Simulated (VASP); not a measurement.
A convergence study with VASP on Tl (space group no. 194 when undisturbed): one setting is varied, all else stays as given below, so the limit is that of these other settings. One atom is moved off its site, so that forces are finite.

```
CELL_PARAMETERS angstrom
      1.72481    -2.98746     0.00000
      1.72481     2.98746     0.00000
      0.00000     0.00000     5.50344
ATOMIC_POSITIONS crystal
  Tl 0.33333 0.66667 0.25909
  Tl 0.66667 0.33333 0.75000
```

All values below come from PBE GGA, VASP's PBE PAW potentials (set 64) (plane waves; VASP). The tightest run used: 300 eV cut-off, 21×21×12 Γ-centred mesh, Gaussian smearing of 0.10 eV, potentials Tl_d.

| setting | E (eV/atom) | pressure (GPa) | largest force (eV/Å) | irreducible k-points |
|---|---|---|---|---|
| 2×2×1 mesh | -2.0324 | 11.77 | 0.065 | 2 |
| 2×2×2 mesh | -2.8453 | 0.65 | 0.170 | 4 |
| 3×3×2 mesh | -1.8428 | 2.88 | 0.222 | 6 |
| 4×4×2 mesh | -2.1441 | 4.89 | 0.194 | 8 |
| 4×4×3 mesh | -2.1262 | 3.74 | 0.149 | 9 |
| 5×5×3 mesh | -2.1865 | 3.07 | 0.225 | 12 |
| 6×6×3 mesh | -2.1767 | 2.90 | 0.131 | 17 |
| 6×6×4 mesh | -2.1834 | 2.89 | 0.163 | 24 |
| 7×7×4 mesh | -2.1638 | 3.10 | 0.036 | 28 |

These are the cheaper rows. Estimate the results at 21×21×12 mesh, and how far the last row shown lies from them.

| quantity | tightest run | last row shown is off by |
|---|---|---|
| E (eV/atom) | -2.1984 | 0.0346 |
| pressure (GPa) | 3.00 | 0.10 |
| largest force (eV/Å) | 0.164 | -0.128 |

Left out are rungs that failed or repeat a setting and relaxations that didn't move; long series are thinned to 24 rows.

The structure is a typed Tl crystal (space group no. 194). The cell was not relaxed at this level, it is distorted from the ideal structure.
